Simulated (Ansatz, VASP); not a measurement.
## One calculation of RbMg3, two programs

```
CELL_PARAMETERS angstrom
3.33248 0.00000 0.00000
0.00000 5.21982 0.00000
0.00000 0.00000 7.97105
ATOMIC_POSITIONS crystal
Rb 0.99854 0.99817 0.13220
Mg 0.00044 0.49611 0.77522
Mg 0.51401 0.50050 0.43678
Mg 0.49549 0.00802 0.65190
```

Change from the starting cell: atoms moved at random, drawn with an rms of 0.05 Å.

Alike in both runs: task single point; functional PBE; k mesh 8 × 5 × 4; occupations fermi-dirac, width 0.05 eV; no spin polarisation.

|  | VASP | Ansatz |
| --- | --- | --- |
| version | VASP 6.6.1 | Ansatz 0.2.0 |
| potentials or method | VASP PAW PBE potentials, release 64 (Rb_sv, Mg) | Ansatz PAW |
| plane-wave cutoff (eV) | 520 | 420 |
| valence electrons in the cell | 15 | 39 |

```csv
,VASP,Ansatz,Ansatz less VASP
gap on the k mesh at the Fermi level (eV),none,none,-
pressure (GPa),-0.1,-0.1,+0.04
largest component of the traceless stress (GPa),0.75,0.74,-0.003
rms of the force components (eV/Å),0.087,0.085,-0.0020
```

Atom by atom the forces differ by 0.003 eV/Å (rms over components). A gap of «none» marks a metal or a gap that the smearing closes. With one functional, cell and mesh, what is left measures potentials, basis and numerics. The two sets of potentials don't hold the same shells in valence.
